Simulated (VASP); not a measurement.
Level of theory: PBEsol GGA, VASP's PBE PAW potentials (set 64) (plane waves; VASP 6.6.1).

The input files of a VASP run:

INCAR:
```
SYSTEM = Li
PREC = Accurate
ENCUT = 520
EDIFF = 1E-6
NELM = 100
ALGO = Normal
LREAL = .FALSE.
LASPH = .TRUE.
ISMEAR = 1
SIGMA = 0.1
GGA = PS
LWAVE = .FALSE.
LCHARG = .FALSE.
IBRION = 2
ISIF = 3
NSW = 60
EDIFFG = -0.01
```

**KPOINTS**
```
Automatic mesh
0
Gamma
13 13 13
0 0 0
```

File POSCAR:
```
Li
1
   -1.7546500000     1.7546500000     1.7546500000
    1.7546500000    -1.7546500000     1.7546500000
    1.7546500000     1.7546500000    -1.7546500000
Li
1
Direct
  0.0000000000   0.0000000000   0.0000000000
```

POTCAR, in this order: Li_sv (PBE.64 set). Program: vasp_std.

Output of the run:

OSZICAR:
```
       N       E                     dE             d eps       ncg     rms          rms(c)
DAV:   1     0.332318084384E+00    0.33232E+00   -0.72825E+02   845   0.433E+02
DAV:   2    -0.186774495119E+01   -0.22001E+01   -0.20933E+01  1240   0.559E+01
DAV:   3    -0.196377173982E+01   -0.96027E-01   -0.95819E-01  1075   0.839E+00
DAV:   4    -0.196597216400E+01   -0.22004E-02   -0.21985E-02  1100   0.121E+00
DAV:   5    -0.196599949367E+01   -0.27330E-04   -0.27330E-04  1040   0.116E-01    0.390E-01
DAV:   6    -0.196415520484E+01    0.18443E-02   -0.50189E-04  1165   0.169E-01    0.222E-01
DAV:   7    -0.196334190257E+01    0.81330E-03   -0.15545E-03  1245   0.311E-01    0.287E-02
DAV:   8    -0.196337783095E+01   -0.35928E-04   -0.39623E-04  1010   0.162E-01    0.328E-03
DAV:   9    -0.196337647566E+01    0.13553E-05   -0.24729E-06   925   0.202E-02    0.107E-03
DAV:  10    -0.196337614985E+01    0.32581E-06   -0.18473E-07   705   0.496E-03
   1 F= -.19633761E+01 E0= -.19633737E+01  d E =-.196338E+01
       N       E                     dE             d eps       ncg     rms          rms(c)
DAV:   1    -0.196568023480E+01   -0.23038E-02   -0.20772E-02  1135   0.155E+00    0.306E-01
DAV:   2    -0.196560580953E+01    0.74425E-04   -0.43170E-03  1075   0.616E-01    0.215E-01
DAV:   3    -0.196535024204E+01    0.25557E-03   -0.11756E-03  1530   0.243E-01    0.103E-01
DAV:   4    -0.196527523591E+01    0.75006E-04   -0.14478E-04  1475   0.116E-01    0.515E-03
DAV:   5    -0.196527726818E+01   -0.20323E-05   -0.63959E-06   790   0.256E-02    0.242E-03
DAV:   6    -0.196527850143E+01   -0.12333E-05   -0.49424E-07   430   0.756E-03    0.284E-04
DAV:   7    -0.196527838221E+01    0.11922E-06   -0.10066E-07   420   0.472E-03
   2 F= -.19652784E+01 E0= -.19652765E+01  d E =-.190223E-02
       N       E                     dE             d eps       ncg     rms          rms(c)
DAV:   1    -0.196932045543E+01   -0.40420E-02   -0.11720E-01  1100   0.385E+00    0.711E-01
DAV:   2    -0.196962690880E+01   -0.30645E-03   -0.30170E-02  1040   0.163E+00    0.525E-01
DAV:   3    -0.196842294184E+01    0.12040E-02   -0.78295E-03  1485   0.672E-01    0.334E-01
DAV:   4    -0.196766464913E+01    0.75829E-03   -0.14691E-03  1450   0.362E-01    0.117E-02
DAV:   5    -0.196767262585E+01   -0.79767E-05   -0.50196E-05   955   0.742E-02    0.650E-03
DAV:   6    -0.196767643624E+01   -0.38104E-05   -0.42521E-06   960   0.192E-02    0.892E-04
DAV:   7    -0.196767612727E+01    0.30897E-06   -0.23134E-07   450   0.528E-03
   3 F= -.19676761E+01 E0= -.19676761E+01  d E =-.429998E-02
       N       E                     dE             d eps       ncg     rms          rms(c)
DAV:   1    -0.196800043300E+01   -0.32400E-03   -0.99781E-03  1120   0.107E+00    0.209E-01
DAV:   2    -0.196794822287E+01    0.52210E-04   -0.18407E-03  1050   0.397E-01    0.145E-01
DAV:   3    -0.196782404729E+01    0.12418E-03   -0.50436E-04  1535   0.160E-01    0.623E-02
DAV:   4    -0.196779652610E+01    0.27521E-04   -0.53346E-05  1470   0.707E-02    0.347E-03
DAV:   5    -0.196779790133E+01   -0.13752E-05   -0.25081E-06   660   0.162E-02    0.156E-03
DAV:   6    -0.196779874929E+01   -0.84796E-06   -0.29257E-07   425   0.599E-03
   4 F= -.19677987E+01 E0= -.19677993E+01  d E =-.442260E-02
```

OUTCAR:
```
------------------------ aborting loop because EDIFF is reached ----------------------------------------
  FORCE on cell =-STRESS in cart. coord.  units (eV):
  Direction    XX          YY          ZZ          XY          YZ          ZX
  --------------------------------------------------------------------------------------
  Total        0.0005718      0.0005718      0.0005718      0.0000000      0.0000000     -0.0000000
  in kB        0.0455611      0.0455611      0.0455611      0.0000000      0.0000000     -0.0000000
  external PRESSURE =       0.0455611 kB  Pullay stress =       0.0000000 kB
  volume of cell :       20.11
      direct lattice vectors                 reciprocal lattice vectors
    -1.712988286  1.712988286  1.712988286     0.000000000  0.291887577  0.291887577
     1.712988286 -1.712988286  1.712988286     0.291887577  0.000000000  0.291887577
     1.712988286  1.712988286 -1.712988286     0.291887577  0.291887577  0.000000000
 POSITION                                       TOTAL-FORCE (eV/Angst)
 -----------------------------------------------------------------------------------
      1.71299     -1.71299      1.71299        -0.000000      0.000000     -0.000000
 -----------------------------------------------------------------------------------
    total drift:                                0.000000     -0.000000      0.000000
  FREE ENERGIE OF THE ION-ELECTRON SYSTEM (eV)
  ---------------------------------------------------
  free  energy   TOTEN  =        -1.9677987493 eV

  energy  without entropy=       -1.9678004251  energy(sigma->0) =       -1.96779931

 reached required accuracy - stopping structural energy minimisation
```
(Selected blocks of OUTCAR.)

### CONTCAR
```
Li
   1.00000000000000
    -1.7129882862462107    1.7129882862462107    1.7129882862462107
     1.7129882862462107   -1.7129882862462107    1.7129882862462107
     1.7129882862462107    1.7129882862462107   -1.7129882862462107
  Li
     1
Direct
     0.0000000000000000    1.0000000000000000    0.0000000000000000
```

Energy and stress use the plane-wave basis of the starting cell.

The structure comes from a measured Li entry (Im-3m) of the Crystallography Open Database, whose conditions weren't checked. This run relaxes it. Symmetry was kept, so distortions that lower it aren't found.
